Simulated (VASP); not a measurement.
These are PBEsol GGA, VASP's PBE PAW potentials (set 64) (plane waves; VASP) values and carry that method's errors.

VASP input:

### POSCAR
```
BaTiO3
1.0
  2.8321404218   1.6351372404   2.3216166319
 -2.8321404218   1.6351372404   2.3216166319
  0.0000000000  -3.2702744808   2.3216166319
Ba Ti O
1 1 3
Cart
 -0.0000000000   0.0000000000   0.0032762264
  0.0000000000  -0.0000000000   3.5779828430
 -1.3928069919   0.8041375928   4.5431706195
  0.0000000000  -1.6082751855   4.5431706195
  1.3928069919   0.8041375928   4.5431706195
```

### INCAR
```
ALGO = Normal
EDIFF = 1E-6
EDIFFG = -0.02
ENCUT = 520
GGA = PS
IBRION = 2
ISIF = 3
ISMEAR = 0
LASPH = T
LCHARG = F
LMAXMIX = 4
LREAL = F
LWAVE = F
NELM = 100
NSW = 60
PREC = Accurate
SIGMA = 0.05
SYSTEM = BaTiO3
```

**KPOINTS**
```
Regular mesh
0
gamma
5 5 5
```

POTCAR, in this order: Ba_sv Ti_sv O (PBE.64 set). Program: vasp_std.

What will the output report for the number of irreducible k-points (NKPTS), number of bands (NBANDS), largest plane-wave count, number of space-group operations, FFT grid (NGX, NGY, NGZ)?

The number of irreducible k-points (NKPTS) comes out as 19, the number of bands (NBANDS) comes out as 24 and the largest plane-wave count is 1763. The number of space-group operations is 6 and the FFT grid (NGX, NGY, NGZ) comes out as 30 × 30 × 30.

The structure comes from a computed database's BaTiO3 entry (R3m); how it stands against other phases isn't given here. This run relaxes it. Symmetry was kept, so distortions that lower it aren't found. The start is the result of an earlier pass.
